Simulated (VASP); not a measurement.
Given:

```yaml
crystal:
  lattice:
    - [1.45512, -2.52034, 0.00000]
    - [1.45512, 2.52034, 0.00000]
    - [0.00000, 0.00000, 2.84137]
  atoms:
    - { symbol: W, position: [0.00000, 0.00000, 0.00000] }
    - { symbol: C, position: [0.33333, 0.66667, 0.50000] }
```

Level of theory: PBE GGA with D3 dispersion (zero damping), VASP's PBE PAW potentials (set 64) (plane waves; VASP 6.6.1). Numerical set-up: 520 eV cut-off, Gaussian smearing of 0.050 eV, potentials W_sv C.

Unless said otherwise, spin-orbit coupling is left out, though it shifts the bands of the heavy elements here.

Problem. Predict the band gap (along the path) with the smallest direct gap where there is one.

Solution. 
```yaml
band gap (along the path): none (metal, semimetal or under 0.01 eV)
```

Total energies compare only between runs with the same potentials, cut-off and functional.

The compound is WC in the wc structure. It was relaxed first.
